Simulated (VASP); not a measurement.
**SrVO$_{3}$ (cubic perovskite): computed properties**

These are PBE GGA + U (Dudarev), VASP's PBE PAW potentials (set 64) (plane waves; VASP) values and carry that method's errors.

| Item | Value |
|---|---|
| space group | Pm-3m (221) |
| cell | a = b = c = 3.882 Å, α = β = γ = 90.00° |
| volume per atom | 11.70 Å^3/atom |
| band gap (over mesh and band path) | none (metal, semimetal or under 0.01 eV) |
| band gap with spin-orbit coupling | none (metallic) |
| density | 5.29 g/cm³ |

```yaml
crystal:
  lattice:
    - [3.88213, 0.00000, 0.00000]
    - [0.00000, 3.88213, 0.00000]
    - [0.00000, 0.00000, 3.88213]
  atoms:
    - { symbol: Sr, position: [0.00000, 0.00000, 0.00000] }
    - { symbol: V, position: [0.50000, 0.50000, 0.50000] }
    - { symbol: O, position: [0.50000, 0.00000, 0.50000] }
    - { symbol: O, position: [0.00000, 0.50000, 0.50000] }
    - { symbol: O, position: [0.50000, 0.50000, 0.00000] }
```

Measured: a 3.842 Å (computed value off by +1.0 %), as given by Samuel D. Marks et al., Physical Review Materials (2021), arXiv:2103.05797. The calculation is for a static lattice, while the measured a holds thermal and zero-point effects, which are part of the difference.

The compound is SrVO3 in the cubic perovskite structure. It was relaxed first. Symmetry was kept, so distortions that lower it aren't found. The run is not spin-polarised, so no magnetic state was tried. The electron count is odd and the run is not spin-polarised, which forces a metal. A gapless solution with U can be a metastable orbital state.
